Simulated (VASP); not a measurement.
A run of VASP 6.6.1:

INCAR

```
PREC = Accurate
ENCUT = 520
EDIFF = 1E-6
ISMEAR = -1
SIGMA = 0.1
LREAL = F
LASPH = T
NELM = 100
ALGO = Fast
ISIF = 2
LWAVE = F
LCHARG = F
GGA = PE
NBANDS = 32
```

Contents of KPOINTS:

```
regular mesh
0
Gamma
  10 10 6
```

Contents of POSCAR:

```
Mn2ZnP2
1.0
    3.9407250000      0.0000000000      0.0000000000
   -1.9703630000      3.4127700000      0.0000000000
    0.0000000000      0.0000000000      6.3182350000
Mn P Zn
2 2 1
Direct
    0.3333000000      0.6667000000      0.3694400000
    0.6667000000      0.3333000000      0.6305600000
    0.3333000000      0.6667000000      0.7679300000
    0.6667000000      0.3333000000      0.2320700000
    0.0000000000      0.0000000000      0.0000000000
```

Potentials or basis: VASP PAW PBE potentials, release 64 (Mn_pv, P, Zn).

Launch:

```sh
$ cat potpaw_PBE.64/Mn_pv/POTCAR potpaw_PBE.64/P/POTCAR potpaw_PBE.64/Zn/POTCAR > POTCAR
$ mpirun -np 1 vasp_std > vasp.out
```

Hardware: 1 thread of Intel(R) Xeon(R) 6975P-C (Granite Rapids) (shared host).

Question: Estimate the wall time of this run.

Answer: It took 5.9 min on 1 thread of Intel(R) Xeon(R) 6975P-C (Granite Rapids), with other jobs on the host, peak memory 0.52 GiB. Counts: scf iterations 17, k points 172.
